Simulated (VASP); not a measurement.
Consider the following.

```
LiH
1.0
    0.00000     1.96861     1.96861
    1.96861     0.00000     1.96861
    1.96861     1.96861     0.00000
Li H
1 1
Direct
  0.00000   0.00000   0.00000
  0.50000   0.50000   0.50000
```

Computed with revTPSS meta-GGA, VASP's PBE PAW potentials (set 64) (plane waves; VASP 6.6.1). Run with 520 eV cut-off, 13×13×13 Γ-centred mesh, tetrahedra with Blöchl corrections, potentials Li_sv H.

Problem. Give the energies of bands 2 to 4 at the high-symmetry points, in eV from the valence-band maximum.

Solution. 
```json
[
 {"band": "2", "Γ": "-5.69", "X": "0.00", "U": "-0.53", "L": "-2.73", "W": "-0.24"},
 {"band": "3", "Γ": "18.25", "X": "3.66", "U": "4.87", "L": "5.78", "W": "6.08"},
 {"band": "4", "Γ": "19.59", "X": "12.05", "U": "8.57", "L": "15.16", "W": "6.08"}
]
```

The gap is direct, 3.66 eV, from the valence maximum at X to the conduction minimum at X.

The compound is LiH in the rock salt structure. It was relaxed first, which changed the volume by -10 %.
